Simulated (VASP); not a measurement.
Calculation: PBEsol GGA, VASP's PBE PAW potentials (set 64) (plane waves; VASP).

VASP ran on this input.

File KPOINTS:
```
kpoints
0
G
 7 7 4
0 0 0
```

### INCAR
```
SYSTEM = ZnS
PREC = Accurate
ENCUT = 500
EDIFF = 1E-6
NELM = 100
ALGO = Normal
LREAL = .FALSE.
LASPH = .TRUE.
ISMEAR = 0
SIGMA = 0.05
GGA = PS
LMAXMIX = 4
LWAVE = .FALSE.
LCHARG = .FALSE.
IBRION = 2
ISIF = 3
NSW = 40
EDIFFG = -0.02
```

POSCAR:
```
ZnS
1
    1.8937901074    -3.2801406435     0.0000000000
    1.8937901074     3.2801406435    -0.0000000000
    0.0000000000     0.0000000000     6.2106284541
Zn S
2 2
Direct
  0.6666670000   0.3333330000   0.5002369432
  0.3333330000   0.6666670000   0.0002369432
  0.6666670000   0.3333330000   0.8747630568
  0.3333330000   0.6666670000   0.3747630568
```

POTCAR, in this order: Zn S (PBE.64 set). Program: vasp_std.

The resulting files:

**OSZICAR**
```
       N       E                     dE             d eps       ncg     rms          rms(c)
DAV:   1     0.228323748083E+03    0.22832E+03   -0.17150E+04  1056   0.192E+03
DAV:   2     0.570836616623E+01   -0.22262E+03   -0.21691E+03  1116   0.368E+02
DAV:   3    -0.154905827334E+02   -0.21199E+02   -0.21112E+02  1272   0.116E+02
DAV:   4    -0.159730284489E+02   -0.48245E+00   -0.48199E+00  1224   0.184E+01
DAV:   5    -0.159820497378E+02   -0.90213E-02   -0.90200E-02  1286   0.245E+00    0.102E+01
DAV:   6    -0.151511799854E+02    0.83087E+00   -0.21928E+00  1456   0.477E+01    0.779E+00
DAV:   7    -0.151882952373E+02   -0.37115E-01   -0.19969E+00  1092   0.835E+00    0.325E+00
DAV:   8    -0.151663985444E+02    0.21897E-01   -0.10037E-01  1492   0.456E+00    0.106E+00
DAV:   9    -0.151658325495E+02    0.56599E-03   -0.24271E-02  1452   0.270E+00    0.262E-01
DAV:  10    -0.151659522515E+02   -0.11970E-03   -0.12500E-03  1238   0.407E-01    0.193E-01
DAV:  11    -0.151660733119E+02   -0.12106E-03   -0.21032E-04  1216   0.225E-01    0.662E-02
DAV:  12    -0.151660784569E+02   -0.51450E-05   -0.62327E-05  1296   0.107E-01    0.232E-02
DAV:  13    -0.151660792848E+02   -0.82789E-06   -0.36550E-06  1152   0.160E-02
   1 F= -.15166079E+02 E0= -.15166079E+02  d E =-.151661E+02
```

File OUTCAR:
```
------------------------ aborting loop because EDIFF is reached ----------------------------------------
  FORCE on cell =-STRESS in cart. coord.  units (eV):
  Direction    XX          YY          ZZ          XY          YZ          ZX
  --------------------------------------------------------------------------------------
  Total       -0.0475376     -0.0475376     -0.0281665      0.0000000      0.0000000      0.0000000
  in kB       -0.9870933     -0.9870932     -0.5848632      0.0000000      0.0000000      0.0000000
  external PRESSURE =      -0.8530166 kB  Pullay stress =       0.0000000 kB
  volume of cell :       77.16
      direct lattice vectors                 reciprocal lattice vectors
     1.893790107 -3.280140643  0.000000000     0.264020811 -0.152432488  0.000000000
     1.893790107  3.280140643  0.000000000     0.264020811  0.152432488  0.000000000
     0.000000000  0.000000000  6.210628454     0.000000000  0.000000000  0.161014301
  FREE ENERGIE OF THE ION-ELECTRON SYSTEM (eV)
  ---------------------------------------------------
  free  energy   TOTEN  =       -15.1660792848 eV

  energy  without entropy=      -15.1660792848  energy(sigma->0) =      -15.16607928

 reached required accuracy - stopping structural energy minimisation
```
(Selected blocks of OUTCAR.)

The compound is ZnS in the wurtzite structure, the high-temperature form. It was relaxed first.
